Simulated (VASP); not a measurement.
Write the native input for VASP 6.6.1 that does the following.

| Item | Value |
| --- | --- |
| Task | single point |
| Functional | r2SCAN |
| Potentials or basis | VASP PAW PBE potentials, release 64 (In_d, As) |
| Cutoff | 520 eV |
| k mesh | 10 × 10 × 10 |
| Occupations | gaussian, width 0.01 eV |
| Spin | no spin polarisation |
| Dipole correction | no |
| Further INCAR settings | ALGO = Normal; EDIFF = 1e-06; NBANDS = 16 |

InAs (scan):

```
In As
1.0
     0.00000    3.05423    3.05423
     3.05423    0.00000    3.05423
     3.05423    3.05423    0.00000
In As
1 1
Direct
  0.00000 0.00000 0.00000
  0.25000 0.25000 0.25000
```

These files were run (other wordings do the same):

POSCAR

```
InAs
1.0
    0.0000000000      3.0542329978      3.0542329978
    3.0542329978      0.0000000000      3.0542329978
    3.0542329978      3.0542329978      0.0000000000
In As
1 1
Direct
    0.0000000000      0.0000000000      0.0000000000
    0.2500000000      0.2500000000      0.2500000000
```

INCAR.step1

```
  PREC = Accurate
  ENCUT = 520
  ISMEAR = 0
  SIGMA = 0.01
  LREAL = False
  LASPH = True
  NELM = 100
  NBANDS = 16
  GGA = PE
  ALGO = Normal
  EDIFF = 1E-4
  LWAVE = True
  LCHARG = False
```

INCAR.step2

```
  PREC = Accurate
  ENCUT = 520
  EDIFF = 1E-6
  ISMEAR = 0
  SIGMA = 0.01
  LREAL = False
  LASPH = True
  NELM = 100
  ALGO = Normal
  ISIF = 2
  LWAVE = False
  LCHARG = True
  METAGGA = R2SCAN
  LMIXTAU = True
  LELF = True
  LVHAR = True
  NBANDS = 16
  ISTART = 1
```

KPOINTS

```
regular mesh
0
Gamma
  10 10 10
```

Potentials or basis: VASP PAW PBE potentials, release 64 (In_d, As).

Command:

```bash
$ cat potpaw_PBE.64/In_d/POTCAR potpaw_PBE.64/As/POTCAR > POTCAR
$ cp INCAR.step1 INCAR
$ mpirun -np 1 vasp_std > vasp.out
$ cp INCAR.step2 INCAR
$ mpirun -np 1 vasp_std > vasp.out
```

It gave:

```yaml
Pressure: 0.0 GPa
Band_gap_on_the_k_mesh: 0.08 eV, direct
```

Caveat: the PAW data sets were made with another functional, which shifts forces and pressure a little; spin-orbit coupling is left out, which moves the levels of the heavy elements.

Run time: 76 s on 1 thread of Intel(R) Xeon(R) 6975P-C (Granite Rapids), with other jobs on the host, peak memory 0.21 GiB.
